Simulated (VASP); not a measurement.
These are LDA (Ceperley-Alder, Perdew-Zunger), VASP's LDA PAW potentials (set 64) (plane waves; VASP) values and carry that method's errors.

VASP ran on this input.

**INCAR**
```
SYSTEM = InPd
PREC = Accurate
ENCUT = 300
EDIFF = 1E-6
NELM = 100
ALGO = Normal
LREAL = .FALSE.
LASPH = .TRUE.
ISMEAR = -1
SIGMA = 0.1
LMAXMIX = 4
LWAVE = .FALSE.
LCHARG = .FALSE.
ISIF = 2
```

**KPOINTS**
```
K-points
0
G
 8 8 8
```

### POSCAR
```
InPd
1
    3.2718800000     0.0000000000     0.0000000000
    0.0000000000     3.2718800000     0.0000000000
    0.0000000000     0.0000000000     3.2718800000
In Pd
1 1
Direct
 -0.0006710000  -0.0181670000   0.0115320000
  0.5006710000   0.5181670000   0.4884680000
```

POTCAR, in this order: In_d Pd (LDA.64 set). Program: vasp_std.

At this cut-off the stress carries a Pulay error, which pulls relaxed volumes low. Unless said otherwise, spin-orbit coupling is left out, though it shifts the bands of the heavy elements here.

Problem. Estimate the energy per atom (σ→0), pressure, largest force, band gap (on the k-mesh).

Solution. 
| Quantity | Value |
|---|---|
| energy per atom (σ→0) | -5.369 eV/atom |
| band gap (on the k-mesh) | none (metal, semimetal or under 0.01 eV) |
| pressure | -6.10 GPa |
| largest force | 0.499 eV/Å |

OSZICAR:
```
...
DAV:   6    -0.108049337470E+02    0.19840E+00   -0.50744E-01  8899   0.996E+00    0.319E+00
DAV:   7    -0.107618155607E+02    0.43118E-01   -0.85770E-02 10567   0.529E+00    0.148E+00
DAV:   8    -0.107517438038E+02    0.10072E-01   -0.25628E-02  8871   0.147E+00    0.393E-01
DAV:   9    -0.107506331635E+02    0.11106E-02   -0.19382E-03 10068   0.794E-01    0.794E-02
DAV:  10    -0.107505998948E+02    0.33269E-04   -0.48890E-05 10585   0.106E-01    0.311E-02
DAV:  11    -0.107505971694E+02    0.27254E-05   -0.58407E-06  8745   0.228E-02    0.937E-03
DAV:  12    -0.107505969829E+02    0.18645E-06   -0.52653E-07  4670   0.914E-03
   1 F= -.10750597E+02 E0= -.10737053E+02  d E =-.270875E-01
```

The structure comes from a computed database's InPd entry; how it stands against other phases isn't given here. The cell was not relaxed at this level, atoms are displaced from their ideal sites. The run is one of a series of settings (GGA removed, POTCAR In_d Pd (LDA.64 set) against the base run), some of them coarse on purpose. The electron count is odd and the run is not spin-polarised, which forces a metal.
